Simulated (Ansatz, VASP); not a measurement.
## TaF3: VASP beside Ansatz

```
Ta F
1.0
     3.90120    0.00000    0.00000
     0.00000    3.90120    0.00000
     0.00000    0.00000    3.90120
Ta F
1 3
Direct
  0.00000 0.00000 0.00000
  0.50000 0.00000 0.00000
  0.00000 0.50000 0.00000
  0.00000 0.00000 0.50000
```

Alike in both runs: task single point; functional PBE; k mesh 12 × 12 × 12; occupations gaussian, width 0.15 eV; no spin polarisation.

|  | VASP | Ansatz |
| --- | --- | --- |
| version | VASP 6.6.1 | Ansatz 0.2.0 |
| potentials or method | VASP PAW PBE potentials, release 64 (Ta_pv, F) | scalar-relativistic, plane waves, PAW |
| plane-wave cutoff (eV) | 520 | 420 |
| valence electrons in the cell | 32 | 34 |

```tsv
	VASP	Ansatz	Ansatz less VASP
gap on the k mesh at the Fermi level (eV)	none	none	-
pressure (GPa)	26.0	25.5	-0.46
```

A gap of «none» marks a metal or a gap that the smearing closes. The functional is the same, so the differences come from potentials, cutoffs and numerics. The two sets of potentials don't hold the same shells in valence.

Caveats: so large a pressure means that the cell lies far from this level's equilibrium, or that cutoff or potentials fall short (VASP). The runs have no spin-orbit coupling, so splittings on Ta are missing.
